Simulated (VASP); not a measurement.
OSZICAR of a VASP run on CdS (wurtzite):

### OSZICAR
```
       N       E                     dE             d eps       ncg     rms          rms(c)
DAV:   1     0.249622506922E+03    0.24962E+03   -0.17715E+04   924   0.150E+03
DAV:   2     0.589654471210E+00   -0.24903E+03   -0.24391E+03  1020   0.362E+02
DAV:   3    -0.135185774155E+02   -0.14108E+02   -0.14039E+02  1122   0.859E+01
DAV:   4    -0.136712244429E+02   -0.15265E+00   -0.15260E+00  1068   0.905E+00
DAV:   5    -0.136739171554E+02   -0.26927E-02   -0.26926E-02  1140   0.115E+00    0.121E+01
DAV:   6    -0.127050621870E+02    0.96885E+00   -0.23682E+00  1210   0.175E+01    0.931E+00
DAV:   7    -0.126893219690E+02    0.15740E-01   -0.87825E-01  1098   0.559E+00    0.368E+00
DAV:   8    -0.126817301849E+02    0.75918E-02   -0.14682E-01  1094   0.423E+00    0.608E-01
DAV:   9    -0.126805713163E+02    0.11589E-02   -0.24903E-02  1146   0.219E+00    0.200E-01
DAV:  10    -0.126805479693E+02    0.23347E-04   -0.19357E-03  1092   0.551E-01    0.892E-02
DAV:  11    -0.126806325645E+02   -0.84595E-04   -0.18334E-04  1092   0.964E-02    0.581E-02
DAV:  12    -0.126807612621E+02   -0.12870E-03   -0.16210E-04   966   0.671E-02    0.394E-02
DAV:  13    -0.126807656306E+02   -0.43685E-05   -0.49814E-05  1112   0.534E-02    0.730E-03
DAV:  14    -0.126807674047E+02   -0.17741E-05   -0.52785E-06   996   0.185E-02    0.451E-03
DAV:  15    -0.126807676449E+02   -0.24016E-06   -0.58779E-07  1006   0.462E-03    0.458E-03
DAV:  16    -0.126807676954E+02   -0.50451E-07   -0.26912E-08   702   0.156E-03
   1 F= -.12680768E+02 E0= -.12680768E+02  d E =-.126808E+02
```

Q: Which electronic solver shows in the log?

A: It is blocked Davidson (ALGO = Normal, or the opening steps of other solvers). The INCAR had ALGO = Normal.

Q: Can the final energy be trusted as converged?

A: The calculation finished and met its thresholds. It stopped with EDIFF = 1E-7, NELM = 100, NSW = 30 and EDIFFG = -0.01 after 1 ionic step (AM05 GGA, plane waves, VASP's PBE PAW potentials (set 64)).

The compound is CdS in the wurtzite structure. This cell is one point of a volume scan, at 0.97 of the reference volume.
